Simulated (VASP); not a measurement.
Here is the system:

```xyz
2
Lattice="1.5024 -2.6023 0.0000 1.5024 2.6023 0.0000 0.0000 0.0000 5.9145" Properties=species:S:1:pos:R:3 pbc="T T T"
Cd     1.5024     0.8674     1.4786
Cd     1.5024    -0.8674     4.4359
```

All values below come from PBE GGA, VASP's PBE PAW potentials (set 64) (plane waves; VASP 6.6.1). Run with PREC = Normal, EDIFF = 1E-5, 400 eV cut-off, 16×16×8 Γ-centred mesh, first-order Methfessel-Paxton smearing of 0.10 eV, potentials Cd.

Task: Predict the energy per atom (σ→0), band gap (on the k-mesh) with the smallest direct gap where there is one.

Result: 
The band gap (on the k-mesh) is none (metal, semimetal or under 0.01 eV) and the energy per atom (σ→0) is -0.742 eV/atom.

Total energies compare only between runs with the same potentials, cut-off and functional.

The compound is Cd in the hcp structure. It was relaxed first, which changed the volume by +7 %.
